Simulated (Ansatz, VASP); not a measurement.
# Si2W in two plane-wave programs, part 2 of 2

One calculation is typed for both programs; each brings its own data sets. How far apart do they land? Of the first pair: The cell is taken from a series of runs on this material, whose earlier steps may have relaxed, scaled, displaced or heated it; both programs get it as it stands.

VASP 6.6.1 and Ansatz 0.2.0.

So far: Starting point; Ansatz: relaxation of cell and atoms, PBEsol; VASP: relaxation of cell and atoms, PBEsol; Side by side.

## 5. Ansatz: relaxation, PBEsol

Level of this step: Ansatz beside VASP: Kohn-Sham DFT, plane waves, PBEsol (Ansatz).

This run makes the geometry at which the two programs are then compared.

The structure compared here is the end of the Ansatz relaxation.

Input file input.yaml:

```yaml
crystal:
  lattice:
    - [-1.601423007, 1.601423007, 3.9080862808]
    - [1.601423007, -1.601423007, 3.9080862808]
    - [1.601423007, 1.601423007, -3.9080862808]
  atoms:
    - { symbol: W, position: [0.0, 0.0, 0.0] }
    - { symbol: Si, position: [0.3345474722, 0.3345474722, 0.0] }
    - { symbol: Si, position: [0.6654525278, 0.6654525278, 0.0] }
kpoints:
  mp_grid: { grid: [19, 19, 19] }
scf:
  occupations: { method: fermi_dirac, width: 0.05 }
hamiltonian:
  xc: pbesol
  pseudopotentials: { kind: paw, azcp: { folder: soft_1 }, xc_functional: pbe }
basis:
  ecutwfc: 600
output:
  forces: true
  stress: true
relax:
  f_tol: 0.005
  max_steps: 70
  cell: { stress_tol: 0.02, p_target: -4 }
```

Command:

```sh
ansatz run input.yaml --threads 4 --pin off --max-ram 10240MiB --backend cpu --events-out ev --progress --plain --runs-dir out
```

Numbers of over 12 decimals in the logs are rounded to 6 here.

Output:

```text
[...]
Crystal: 3 atoms, lattice volume = 40.090 Å³
Basis set: ecut = 600 eV, 1323 PW (Γ), exchange–correlation on 80×80×80 points (8 copies of the dense FFT grid, shifted against one another)
Bands: 15, of which v1, the nominal top of the filled ones, is band 11 counted from 1 (10 counted from 0)
Symmetry: 16 space group operations
[...]
k-points: 550 of 6859
[...]
0.000000       0.000000      -3.982063
  P = ⅓ Tr σ = -3.9892 GPa (-39.892 kbar)
--- Relaxed structure (4 steps of the walk, 4 accepted, 1 SCFs on fresh bases) ---
[...]
cell:  # Å, volume = 40.8119 Å³
    - [-1.611669, 1.611669, 3.928033]
    - [1.611669, -1.611669, 3.928033]
    - [1.611669, 1.611669, -3.928033]
  atoms:
    - { symbol: W, position: [0, 0, 0] }
    - { symbol: Si, position: [0.334790, 0.334790, 0] }
    - { symbol: Si, position: [0.665210, 0.665210, 0] }
[key lines of the parts left out:]
SCF converged after 4 iterations
Free energy (F): -11501.905615 eV
Fermi energy:    16.368411 eV
```

## 6. VASP: single point, PBEsol, pair 2

The same cell, functional, mesh and smearing now go to VASP, with its own data sets.

Input file INCAR:

```
SYSTEM = Si2W
PREC = Accurate
ENCUT = 600
EDIFF = 1E-06
NELM = 120
ISMEAR = -1
SIGMA = 0.05
LREAL = .FALSE.
ALGO = Normal
GGA = PS
NBANDS = 13
LASPH = .TRUE.
LORBIT = 11
LWAVE = .FALSE.
LCHARG = .FALSE.
ISIF = 2
GGA_COMPAT = .FALSE.
KPAR = 2
```

Input file POSCAR:

```
Si2W
1.0
   -1.6116692685      1.6116692685      3.9280326448
    1.6116692685     -1.6116692685      3.9280326448
    1.6116692685      1.6116692685     -3.9280326448
W Si
1 2
Direct
    0.0000000000      0.0000000000      0.0000000000
    0.3347897158      0.3347897158      0.0000000000
    0.6652102842      0.6652102842      0.0000000000
```

Input file KPOINTS:

```
Automatic mesh
0
Gamma
19 19 19
0 0 0
```

Potentials, in the order of the species: W and Si (PBE family, release 64).

Command:

```sh
mpirun -np 2 vasp_std
```

Output:

```text
[banner, memory and clock lines left out]
running    2 mpi-ranks, on    1 nodes
[...]
[... a notice as in an earlier step ...]

 LDA part: xc-table for (Slater+PW92), standard interpolation
 POSCAR, INCAR and KPOINTS ok, starting setup
[...]
entering main loop
       N       E                     dE             d eps       ncg     rms          rms(c)
DAV:   1     0.327682865278E+02    0.32768E+02   -0.66061E+03 14300   0.106E+03
DAV:   2    -0.247685034751E+02   -0.57537E+02   -0.52429E+02 17464   0.202E+02
DAV:   3    -0.275804736270E+02   -0.28120E+01   -0.27002E+01 19755   0.351E+01
DAV:   4    -0.276248846011E+02   -0.44411E-01   -0.44275E-01 17107   0.486E+00
[...]
DAV:  10    -0.267154581270E+02    0.36949E-04   -0.35366E-04 18208   0.121E-01    0.511E-02
DAV:  11    -0.267154411387E+02    0.16988E-04   -0.55375E-05 18256   0.528E-02    0.210E-02
DAV:  12    -0.267154413829E+02   -0.24413E-06   -0.18635E-06 13854   0.108E-02
   1 F= -.26715441E+02 E0= -.26714534E+02  d E =-.181428E-02
```

From OUTCAR (step 6):

```text
  Total       -1.1030079     -1.1030079     -1.1031603      0.0000000     -0.0000000      0.0000000
  in kB      -43.3014355    -43.3014355    -43.3074157      0.0000000     -0.0000000      0.0000000
  external PRESSURE =     -43.3034289 kB  Pullay stress =       0.0000000 kB

 POSITION                                       TOTAL-FORCE (eV/Angst)
 -----------------------------------------------------------------------------------
      0.00000      0.00000      0.00000        -0.000000     -0.000000      0.000000
      0.00000      0.00000      2.63013         0.000000      0.000000      0.010356
      0.00000      0.00000      5.22594         0.000000      0.000000     -0.010356
 -----------------------------------------------------------------------------------
    total drift:                               -0.000000      0.000000      0.000000

  FREE ENERGIE OF THE ION-ELECTRON SYSTEM (eV)
  ---------------------------------------------------
  free  energy   TOTEN  =       -26.7154413829 eV

  energy  without entropy=      -26.7136271063  energy(sigma->0) =      -26.71453424

[... 1 part as in an earlier step ...]

[... 2 further parts left out ...]
[key lines of the parts left out:]
E-fermi :  10.3105
```

The run ends at a pressure of -4.33 GPa, with forces up to 0.010 eV/Å.

## 7. Comparison

What differs besides the data sets and the points named for the pairs above, as far as they apply: the data sets hold 22 valence electrons in Ansatz (on its PAW soft_1 files) and 14 in VASP; Ansatz's pressure holds a Pulay correction, VASP's none. Total energies have different zeros and are not compared.

The two programs side by side:

| quantity | Ansatz | VASP | difference |
| --- | --- | --- | --- |
| pressure (GPa) | -3.99 | -4.33 | +0.34 |

At this near-relaxed geometry the largest component of a force difference is 6 meV/Å.

## 8. Ansatz: relaxation, PBEsol

This run makes the geometry at which the two programs are then compared. The cell compared in this pair holds 38.53 Å³, against 40.81 Å³ for the pair before.

The structure compared here is the end of the Ansatz relaxation.

input.yaml: that of step 5 with these lines changed.

```diff
@@ -24,2 +24,2 @@
   max_steps: 70
-  cell: { stress_tol: 0.02, p_target: -4 }
+  cell: { stress_tol: 0.02, p_target: 10 }
```

Command:

```sh
ansatz run input.yaml --threads 4 --pin off --max-ram 10240MiB --backend cpu --events-out ev --progress --plain --runs-dir out
```

Output:

```text
[...]
Crystal: 3 atoms, lattice volume = 40.090 Å³
Basis set: ecut = 600 eV, 1323 PW (Γ), exchange–correlation on 80×80×80 points (8 copies of the dense FFT grid, shifted against one another)
Bands: 15, of which v1, the nominal top of the filled ones, is band 11 counted from 1 (10 counted from 0)
Symmetry: 16 space group operations
[...]
k-points: 550 of 6859
[...]
0.000000       0.000000       9.996378
  P = ⅓ Tr σ = 10.0088 GPa (100.088 kbar)
--- Relaxed structure (5 steps of the walk, 5 accepted, 1 SCFs on fresh bases) ---
[...]
cell:  # Å, volume = 38.5320 Å³
    - [-1.578844, 1.578844, 3.864410]
    - [1.578844, -1.578844, 3.864410]
    - [1.578844, 1.578844, -3.864410]
  atoms:
    - { symbol: W, position: [0, 0, 0] }
    - { symbol: Si, position: [0.333924, 0.333924, 0] }
    - { symbol: Si, position: [0.666076, 0.666076, 0] }
[key lines of the parts left out:]
SCF converged after 4 iterations
Free energy (F): -11501.867818 eV
Fermi energy:    17.493070 eV
```

## 9. VASP: single point, PBEsol, pair 3

The same cell, functional, mesh and smearing now go to VASP, with its own data sets.

INCAR is that of step 6.

Input file POSCAR:

```
Si2W
1.0
   -1.5788435651      1.5788435651      3.8644099305
    1.5788435651     -1.5788435651      3.8644099305
    1.5788435651      1.5788435651     -3.8644099305
W Si
1 2
Direct
    0.0000000000      0.0000000000      0.0000000000
    0.3339237283      0.3339237283      0.0000000000
    0.6660762717      0.6660762717      0.0000000000
```

KPOINTS is that of step 6.

Command:

```sh
mpirun -np 2 vasp_std
```

Output:

```text
[... set-up lines as in an earlier step ...]
 entering main loop
       N       E                     dE             d eps       ncg     rms          rms(c)
DAV:   1     0.341691172288E+02    0.34169E+02   -0.66417E+03 14300   0.106E+03
DAV:   2    -0.247478808551E+02   -0.58917E+02   -0.53722E+02 17464   0.206E+02
DAV:   3    -0.274933033772E+02   -0.27454E+01   -0.26516E+01 19609   0.352E+01
DAV:   4    -0.275319627095E+02   -0.38659E-01   -0.38600E-01 17064   0.475E+00
[...]
DAV:  10    -0.266803531991E+02    0.26988E-04   -0.28096E-04 18063   0.106E-01    0.676E-02
DAV:  11    -0.266803379941E+02    0.15205E-04   -0.40740E-05 17899   0.449E-02    0.198E-02
DAV:  12    -0.266803381148E+02   -0.12061E-06   -0.12204E-06 11881   0.902E-03
   1 F= -.26680338E+02 E0= -.26679422E+02  d E =-.183218E-02
```

Parts of OUTCAR (step 9):

```text
  Total        2.3993780      2.3993780      2.3972735      0.0000000     -0.0000000      0.0000000
  in kB       99.7672214     99.7672214     99.6797138      0.0000000     -0.0000000      0.0000000
  external PRESSURE =      99.7380522 kB  Pullay stress =       0.0000000 kB

 POSITION                                       TOTAL-FORCE (eV/Angst)
 -----------------------------------------------------------------------------------
      0.00000      0.00000      0.00000        -0.000000     -0.000000     -0.000000
      0.00000      0.00000      2.58084         0.000000      0.000000     -0.002967
      0.00000      0.00000      5.14798         0.000000      0.000000      0.002967
 -----------------------------------------------------------------------------------
    total drift:                               -0.000000      0.000000      0.000000

  FREE ENERGIE OF THE ION-ELECTRON SYSTEM (eV)
  ---------------------------------------------------
  free  energy   TOTEN  =       -26.6803381148 eV

  energy  without entropy=      -26.6785059320  energy(sigma->0) =      -26.67942202

[... 1 part as in an earlier step ...]

[... 2 further parts left out ...]
[key lines of the parts left out:]
E-fermi :  11.0892
```

The run ends at a pressure of 9.97 GPa, with forces up to 0.0030 eV/Å.

## 10. Side by side

What differs besides the data sets and the points named for the pairs above, as far as they apply: the data sets hold 22 valence electrons in Ansatz (on its PAW soft_1 files) and 14 in VASP. Total energies have different zeros and are not compared.

The two programs side by side:

```csv
quantity,Ansatz,VASP,difference
pressure (GPa),10.01,9.97,+0.04
```

## 11. Results

```
difference in volume (relaxation of cell and atoms, PBEsol) : 0.11 %
difference in pressure (single point, PBEsol, pair 2)       : 0.34 GPa
difference in pressure (single point, PBEsol, pair 3)       : 0.035 GPa
```

What this shows: The difference in pressure is 0.34 GPa (single point, PBEsol, pair 2), within the 1 GPa picked in this series as the mark of a large difference. The data sets hold unlike numbers of valence electrons (22 in Ansatz and 14 in VASP), so part of the differences comes from the potentials. 4 further runs of this series are not shown here. Such differences can come from data sets, numerical settings and the points named under the comparisons, not from the functional's error against experiment.

[Lines on the potential files, build, host, timing and source positions are cut from VASP's logs without a mark.]

[Logs are printed without paths, hosts, clocks, repeated set-up lines and the standing remarks that a program may print on its own settings, such as how far it seeks lower states.]

[Hosts, paths, dates, database ids (printed as entryN), source tags and the programs' standing remarks are cut or masked in the printed files.]
